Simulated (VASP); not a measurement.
# Lattice of Ta, functional by functional, part 2 of 2

How much does the relaxed cell of Ta depend on the functional? The starting structure is a measured crystal structure from the Crystallography Open Database. The first relaxation on each setting starts from this cell expanded by 3 % in volume.

VASP 6.6.1.

Results so far: PBEsol 17.66 Å³ an atom; LDA 17.27 Å³ an atom; PBE 18.28 Å³ an atom; PBEsol + D3(BJ) 17.10 Å³ an atom.

## 6. Relaxation with r2SCAN

Level of this step: r2SCAN; plane waves and PAW (Ta_pv) (VASP).

r2SCAN adds the kinetic-energy density, costs more than a GGA and is run with LASPH. This run starts from the cell of an earlier relaxation, which isn't shown; the restart sets up the plane waves anew.

INCAR reads:

```
SYSTEM = Ta
PREC = Accurate
ENCUT = 450
EDIFF = 1E-06
NELM = 100
ISMEAR = 1
SIGMA = 0.15
LREAL = .FALSE.
ALGO = Normal
METAGGA = R2SCAN
LASPH = .TRUE.
NBANDS = 11
LORBIT = 11
LWAVE = .FALSE.
LCHARG = .FALSE.
KPAR = 4
IBRION = 2
NSW = 50
ISIF = 3
EDIFFG = -0.006
```

POSCAR reads:

```
Ta
1.0
   -1.6539218273      1.6539218273      1.6539218273
    1.6539218273     -1.6539218273      1.6539218273
    1.6539218273      1.6539218273     -1.6539218273
Ta
1
Direct
    0.0000000000      0.0000000000      0.0000000000
```

KPOINTS reads:

```
Automatic mesh
0
Gamma
18 18 18
0 0 0
```

The projector-augmented-wave data sets are Ta_pv (PBE family, release 64).

The run is started by

```console
$ mpirun -np 4 vasp_std
```

Log:

```text
[banner, memory and clock lines left out]
running    4 mpi-ranks, on    1 nodes
[...]
[... a notice as in an earlier step ...]

 LDA part: xc-table for (None), standard interpolation
 POSCAR, INCAR and KPOINTS ok, starting setup
[...]
entering main loop
       N       E                     dE             d eps       ncg     rms          rms(c)
DAV:   1     0.147253768194E+02    0.14725E+02   -0.59796E+03  4306   0.882E+02
DAV:   2    -0.509958804794E+02   -0.65721E+02   -0.64087E+02  4661   0.240E+02
DAV:   3    -0.519006978919E+02   -0.90482E+00   -0.89350E+00  5303   0.277E+01
DAV:   4    -0.519040860197E+02   -0.33881E-02   -0.33870E-02  4851   0.165E+00
[...]
DAV:  10    -0.485804588429E+02    0.83912E-04   -0.22655E-04  4846   0.169E-01    0.338E-02
DAV:  11    -0.485804509150E+02    0.79278E-05   -0.13581E-06  4471   0.117E-02    0.198E-03
DAV:  12    -0.485804516256E+02   -0.71056E-06   -0.30044E-07  2565   0.504E-03
   1 F= -.48580452E+02 E0= -.48580833E+02  d E =-.485805E+02
[...]
reached required accuracy - stopping structural energy minimisation
```

The job ended after 17 s (4 MPI ranks of Intel Xeon Platinum 8488C (Sapphire Rapids), shared host; peak memory 0.58 GiB; 65 s of CPU time).

Parts of OUTCAR (step 6):

```text
  Total       -0.0031848     -0.0031848     -0.0031848      0.0000000     -0.0000000      0.0000000
  in kB       -0.2819563     -0.2819563     -0.2819563      0.0000000     -0.0000000      0.0000000
  external PRESSURE =      -0.2819563 kB  Pullay stress =       0.0000000 kB

 POSITION                                       TOTAL-FORCE (eV/Angst)
 -----------------------------------------------------------------------------------
      0.00000      0.00000      0.00000        -0.000000     -0.000000      0.000000
 -----------------------------------------------------------------------------------
    total drift:                                0.000000     -0.000000      0.000000

  FREE ENERGIE OF THE ION-ELECTRON SYSTEM (eV)
  ---------------------------------------------------
  free  energy   TOTEN  =       -48.5804516256 eV

  energy  without entropy=      -48.5815966620  energy(sigma->0) =      -48.58083330

[... 2 parts as in an earlier step ...]

[... 2 further parts left out ...]
[key lines of the parts left out:]
E-fermi :   5.2858
```

With r2SCAN the relaxed cell holds 18.097 Å³ an atom, +0.48 % against the measured cell, with a = 3.308 Å. That is +2.47 % from PBEsol.

## 7. Relaxation with r2SCAN + rVV10

rVV10 adds a nonlocal correlation energy for dispersion. This run starts from the cell of an earlier relaxation, which isn't shown; the restart sets up the plane waves anew.

INCAR, as its differences from that of step 6:

```diff
@@ -10,2 +10,6 @@
 METAGGA = R2SCAN
+LUSE_VDW = .TRUE.
+IVDW_NL = 2
+BPARAM = 11.95
+CPARAM = 0.0093
 LASPH = .TRUE.
```

POSCAR reads:

```
Ta
1.0
   -1.6508892998      1.6508892998      1.6508892998
    1.6508892998     -1.6508892998      1.6508892998
    1.6508892998      1.6508892998     -1.6508892998
Ta
1
Direct
    0.0000000000      0.0000000000      0.0000000000
```

KPOINTS is that of step 6.

The run is started by

```console
$ mpirun -np 4 vasp_std
```

Log:

```text
[banner, memory and clock lines left out]
running    4 mpi-ranks, on    1 nodes
[...]
|                                                                             |
|               ----> ADVICE to this user running VASP <----                  |
|                                                                             |
|     You have switched on vdW-DFT.                                           |
|     This routine was written and supplied by Jiri Klimes. We recommend      |
|     that you carefully read and cite the following publications:            |
|       J. Klimes, D.R. Bowler, A. Michelides                                 |
|          J. Phys.: Cond Matt. 22 022201 (2010)                              |
|       J. Klimes, D.R. Bowler, A. Michelides                                 |
|          Phys. Rev. B. 83, 195131 (2011)                                    |
|     and references therein.                                                 |
|                                                                             |

[...]
DAV:  10    -0.484084798554E+02    0.81861E-04   -0.22666E-04  4812   0.169E-01    0.348E-02
Total rVV10 correction in eV:      0.1714984    12.3843154
Total rVV10 correction in eV:      0.1714984    12.3843154
Total rVV10 correction in eV:      0.1714984    12.3843154
Total rVV10 correction in eV:      0.1714984    12.3843154
DAV:  11    -0.484084722009E+02    0.76545E-05   -0.15043E-06  4571   0.124E-02    0.193E-03
Total rVV10 correction in eV:      0.1715042    12.3843154
Total rVV10 correction in eV:      0.1715042    12.3843154
Total rVV10 correction in eV:      0.1715042    12.3843154
Total rVV10 correction in eV:      0.1715042    12.3843154
DAV:  12    -0.484084728904E+02   -0.68952E-06   -0.26381E-07  2544   0.479E-03
Total rVV10 correction in eV:      0.1714995    12.3843154
Total rVV10 correction in eV:      0.1714995    12.3843154
Total rVV10 correction in eV:      0.1714995    12.3843154
Total rVV10 correction in eV:      0.1714995    12.3843154
Total rVV10 correction in eV:      0.1715023    12.3843154
Total rVV10 correction in eV:      0.1715023    12.3843154
Total rVV10 correction in eV:      0.1715023    12.3843154
Total rVV10 correction in eV:      0.1715023    12.3843154
   1 F= -.48408473E+02 E0= -.48408848E+02  d E =-.484085E+02
[...]
reached required accuracy - stopping structural energy minimisation
```

Run time: 23 s. Hardware: 4 MPI ranks; peak memory 0.77 GiB; 90 s of CPU time.

OUTCAR, selected parts (step 7):

```text
  Total       -0.0040422     -0.0040422     -0.0040422     -0.0000000      0.0000000     -0.0000000
  in kB       -0.3598458     -0.3598458     -0.3598458     -0.0000000      0.0000000     -0.0000000
  external PRESSURE =      -0.3598458 kB  Pullay stress =       0.0000000 kB

 POSITION                                       TOTAL-FORCE (eV/Angst)
 -----------------------------------------------------------------------------------
      0.00000      0.00000      0.00000         0.000000      0.000000     -0.000000
 -----------------------------------------------------------------------------------
    total drift:                                0.000000     -0.000000      0.000000

  FREE ENERGIE OF THE ION-ELECTRON SYSTEM (eV)
  ---------------------------------------------------
  free  energy   TOTEN  =       -48.4084728904 eV

  energy  without entropy=      -48.4095992221  energy(sigma->0) =      -48.40884833

[... 2 parts as in an earlier step ...]

[... 2 further parts left out ...]
[key lines of the parts left out:]
E-fermi :   5.3196
```

With r2SCAN + rVV10 the relaxed cell holds 17.998 Å³ an atom, -0.07 % against the measured cell, with a = 3.302 Å. That is +1.90 % from PBEsol.

## 8. Comparison

| level | volume (Å³/atom) | against the measured cell (%) | a (Å) | pressure left (GPa) | core minutes |
| --- | --- | --- | --- | --- | --- |
| PBEsol | 17.661 | -1.94 | 3.2811 | 0.01 | 1.31 |
| LDA | 17.273 | -4.09 | 3.2569 | 0.02 | 1.21 |
| PBE | 18.282 | 1.51 | 3.3191 | -0.02 | 0.627 |
| PBEsol + D3(BJ) | 17.101 | -5.05 | 3.246 | -0.02 | 1.47 |
| r2SCAN | 18.097 | 0.48 | 3.3078 | -0.03 | 4.12 |
| r2SCAN + rVV10 | 17.998 | -0.07 | 3.3018 | -0.04 | 5.93 |

Core minutes are wall time times ranks, summed over the relaxations behind a row (those for a bulk modulus apart), on shared hosts.

## 9. Outcome

```
volume, PBEsol          : 17.66 Å³/atom
volume, LDA             : 17.27 Å³/atom
volume, PBE             : 18.28 Å³/atom
volume, PBEsol + D3(BJ) : 17.10 Å³/atom
volume, r2SCAN          : 18.10 Å³/atom
volume, r2SCAN + rVV10  : 18.00 Å³/atom
```

In words: Across 6 levels the volume of Ta spans 6.9 %, from 17.10 Å³ an atom (PBEsol + D3(BJ)) to 18.28 Å³ (PBE). Against the measured volume of the starting structure, r2SCAN + rVV10 comes nearest (-0.1 %) and PBEsol + D3(BJ) lies farthest (-5.1 %). The measured cell holds zero-point expansion and, unless it was taken cold, thermal expansion, which the runs lack, so small differences decide nothing. Adding D3(BJ) to PBEsol changes the volume by -3.2 %. Adding rVV10 to r2SCAN changes the volume by -0.5 %. Spin-orbit coupling is left out of all runs, which can matter with elements this heavy. All runs keep the symmetry of the start, so they can't find a distortion of lower symmetry. Further runs on this material are not shown.

[Lines on the potential files, build, host, timing and source positions are cut from VASP's logs without a mark.]

[Logs are printed without paths, hosts, clocks, repeated set-up lines and the standing remarks that a program may print on its own settings, such as how far it seeks lower states.]

[Hosts, paths, dates, database ids (printed as entryN), source tags and the programs' standing remarks are cut or masked in the printed files.]
